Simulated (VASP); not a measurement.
All values below come from PBEsol GGA, VASP's PBE PAW potentials (set 64) (plane waves; VASP 6.6.1).

VASP input:

INCAR:
```
ALGO  =  Normal
EDIFF  =  1E-7
ENCUT  =  400
GGA  =  PS
ISIF  =  2
ISMEAR  =  -5
LASPH  =  .TRUE.
LCHARG  =  .TRUE.
LEFG  =  .TRUE.
LMAXMIX  =  4
LORBIT  =  11
LREAL  =  .FALSE.
LWAVE  =  .FALSE.
NEDOS  =  601
NELM  =  100
PREC  =  Accurate
SYSTEM  =  Cd4S2Se2
```

**POSCAR**
```
Cd4S2Se2
1.0
  0.0000000000   2.9754824831   2.9754824831
  2.9754824831   0.0000000000   2.9754824831
 11.9126430841  11.9126430841  -0.0107131515
Cd Se S
4 2 2
Cart
 11.8300001810  11.8300001810   0.0719297519
  2.9754805973   2.9754805973   0.0000018861
  9.0122991420   9.0122991420   5.8651132739
 11.9111209840  11.9111209840   5.9417739136
  1.4608817256   1.4608817256   1.5146007573
  4.5157571072   4.5157571072   1.4352078591
  7.4744465132   7.4744465132   1.4520009357
 10.3751943062  10.3751943062   1.5267356266
```

### KPOINTS
```
K-points
0
G
  7 7 2
```

POTCAR, in this order: Cd Se S (PBE.64 set). Program: vasp_std.

The run wrote:

### OSZICAR
```
       N       E                     dE             d eps       ncg     rms          rms(c)
DAV:   1     0.448965509140E+03    0.44897E+03   -0.30424E+04  2752   0.124E+03
DAV:   2     0.201621614924E+00   -0.44876E+03   -0.44081E+03  3091   0.339E+02
DAV:   3    -0.273475821337E+02   -0.27549E+02   -0.27435E+02  3230   0.835E+01
DAV:   4    -0.276804862724E+02   -0.33290E+00   -0.33240E+00  3184   0.880E+00
DAV:   5    -0.276856426325E+02   -0.51564E-02   -0.51549E-02  3216   0.105E+00    0.144E+01
DAV:   6    -0.259800254817E+02    0.17056E+01   -0.41672E+00  3373   0.163E+01    0.112E+01
DAV:   7    -0.259462685514E+02    0.33757E-01   -0.17744E+00  2955   0.564E+00    0.366E+00
DAV:   8    -0.259124541783E+02    0.33814E-01   -0.31682E-01  3218   0.426E+00    0.879E-01
DAV:   9    -0.259121426459E+02    0.31153E-03   -0.36257E-02  2989   0.172E+00    0.249E-01
DAV:  10    -0.259119493612E+02    0.19328E-03   -0.28862E-03  3085   0.445E-01    0.103E-01
DAV:  11    -0.259120622322E+02   -0.11287E-03   -0.30143E-04  3035   0.103E-01    0.502E-02
DAV:  12    -0.259121138913E+02   -0.51659E-04   -0.63391E-05  3026   0.519E-02    0.177E-02
DAV:  13    -0.259121197853E+02   -0.58940E-05   -0.82513E-06  3108   0.142E-02    0.806E-03
DAV:  14    -0.259121213170E+02   -0.15317E-05   -0.37845E-06  2986   0.102E-02    0.497E-03
DAV:  15    -0.259121213945E+02   -0.77534E-07   -0.51572E-07  2869   0.493E-03
   1 F= -.25912121E+02 E0= -.25912121E+02  d E =0.000000E+00
```

File OUTCAR:
```
------------------------ aborting loop because EDIFF is reached ----------------------------------------
  FORCE on cell =-STRESS in cart. coord.  units (eV):
  Direction    XX          YY          ZZ          XY          YZ          ZX
  --------------------------------------------------------------------------------------
  Total       -0.0654582     -0.0654582     -0.0654582      0.0047601     -0.0047601     -0.0047601
  in kB       -0.4969659     -0.4969659     -0.4969659      0.0361394     -0.0361394     -0.0361394
  external PRESSURE =      -0.4969659 kB  Pullay stress =       0.0000000 kB
  volume of cell :      211.03
      direct lattice vectors                 reciprocal lattice vectors
     0.000000000  2.975482483  2.975482483    -0.167964448  0.168115500  0.167964448
     2.975482483  0.000000000  2.975482483     0.168115500 -0.167964448  0.167964448
    11.912643084 11.912643084 -0.010713152     0.041953349  0.041953349 -0.041953349
 POSITION                                       TOTAL-FORCE (eV/Angst)
 -----------------------------------------------------------------------------------
     11.83000     11.83000      0.07193         0.002512      0.002512     -0.002512
      2.97548      2.97548      0.00000        -0.001683     -0.001683      0.001683
      9.01230      9.01230      5.86511        -0.001526     -0.001526      0.001526
     11.91112     11.91112      5.94177        -0.001397     -0.001397      0.001397
      1.46088      1.46088      1.51460        -0.004510     -0.004510      0.004510
      4.51576      4.51576      1.43521         0.009822      0.009822     -0.009822
      7.47445      7.47445      1.45200         0.006219      0.006219     -0.006219
     10.37519     10.37519      1.52674        -0.009436     -0.009436      0.009436
 -----------------------------------------------------------------------------------
    total drift:                                0.000042      0.000042     -0.000049
  FREE ENERGIE OF THE ION-ELECTRON SYSTEM (eV)
  ---------------------------------------------------
  free  energy   TOTEN  =       -25.9121213945 eV

  energy  without entropy=      -25.9121213945  energy(sigma->0) =      -25.91212139

 total charge

# of ion       s       p       d       tot
------------------------------------------
    1        0.450   0.337   9.549  10.336
    2        0.453   0.333   9.547  10.332
    3        0.431   0.314   9.554  10.298
    4        0.428   0.318   9.556  10.302
    5        1.444   2.391   0.024   3.860
    6        1.445   2.391   0.024   3.860
    7        1.320   2.361   0.000   3.681
    8        1.319   2.362   0.000   3.681
--------------------------------------------------
tot          7.290  10.806  38.254  56.350
```
(Selected blocks of OUTCAR.)

File OUTCAR:
```
 val. band max:        1.1860462238   @ k =   0.0000   0.0000   0.0000

 cond. band min:       1.7419679625   @ k =   0.0000   0.0000   0.0000


 Fermi energy:         1.2092864484

 k-point     1 :       0.0000    0.0000    0.0000
  band No.  band energies     occupation
      1     -11.4978      2.00000
      2     -11.2924      2.00000
      3     -11.2869      2.00000
      4     -11.0722      2.00000
      5      -6.8493      2.00000
      6      -6.8493      2.00000
      7      -6.8191      2.00000
      8      -6.7786      2.00000
      9      -6.7786      2.00000
     10      -6.7078      2.00000
     11      -6.7078      2.00000
     12      -6.6607      2.00000
     13      -6.6607      2.00000
     14      -6.5858      2.00000
     15      -6.5755      2.00000
     16      -6.4144      2.00000
     17      -6.4144      2.00000
     18      -6.3902      2.00000
     19      -6.3902      2.00000
     20      -6.3431      2.00000
     21      -6.3431      2.00000
     22      -6.3228      2.00000
     23      -6.3228      2.00000
     24      -6.0422      2.00000
     25      -3.4674      2.00000
     26      -1.6349      2.00000
     27      -1.6309      2.00000
     28       0.0868      2.00000
     29       0.0868      2.00000
     30       0.4628      2.00000
     31       0.4628      2.00000
     32       0.7949      2.00000
     33       0.7949      2.00000
     34       0.9860      2.00000
     35       1.1860      2.00000
     36       1.1860      2.00000
     37       1.7420      0.00000
     38       3.3373      0.00000
     39       3.4774      0.00000
     40       3.7437      0.00000
     41       6.8838      0.00000
     42       7.0440      0.00000
     43       7.1581      0.00000

 k-point     2 :       0.1429    0.0000    0.0000
  band No.  band energies     occupation
      1     -11.4218      2.00000
      2     -11.2904      2.00000
      3     -11.1872      2.00000
      4     -11.0478      2.00000
      5      -6.8203      2.00000
...
```

The structure was generated: Cd4S2Se2 was put into an ordered model structure (R3m), which need not be its known phase. It was relaxed first.
